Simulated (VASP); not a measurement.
A run of VASP 6.6.1 is set up as follows.

Contents of INCAR:

```
SYSTEM = PmS
  PREC = Accurate
  ENCUT = 520
  EDIFF = 1E-6
  ISMEAR = 0
  SIGMA = 0.05
  LREAL = .False.
  LASPH = .True.
  NELM = 120
  ALGO = Normal
  ISIF = 2
  LWAVE = .False.
  LCHARG = .True.
  LMAXMIX = 6
  LDAU = .True.
  LDAUTYPE = 2
  LDAUL = 3 -1
  LDAUU = 4 0
  LDAUJ = 0 0
  LDAUPRINT = 1
  METAGGA = R2SCAN
  LMIXTAU = .True.
  LELF = .True.
  LVHAR = .True.
  NBANDS = 18
```

The input KPOINTS:

```
regular mesh
0
Gamma
  6 6 5
  0 0 0
```

Contents of POSCAR:

```
PmS
1.0
    3.7551346500      0.0000000000      0.0000000000
   -1.8775673200      3.2520420000      0.0000000000
    0.0000000000      0.0000000000      3.6648253700
Pm S
1 1
Direct
    0.0000000000      0.0000000000      0.0000000000
    0.6666666667      0.3333333333      0.5000000000
```

Potentials or basis: VASP PAW PBE potentials, release 64 (Pm, S).

Launch:

```console
$ cat potpaw_PBE.64/Pm/POTCAR potpaw_PBE.64/S/POTCAR > POTCAR
$ mpirun -np 1 vasp_std > vasp.out
```

Problem. Predict the pressure.

Solution. 4.2 GPa.

Problem. Estimate the band gap on the k mesh.

Solution. None (metal or under the smearing width).

Stress tensor (GPa, compression positive):
```
4.61 0.00 0.00
0.00 4.61 0.00
0.00 0.00 3.35
```

Caveat: the PAW data sets were made with another functional, which shifts forces and pressure a little; U without spin polarisation on a metal has little footing. Spin-orbit coupling is left out, which matters for the levels of Pm.
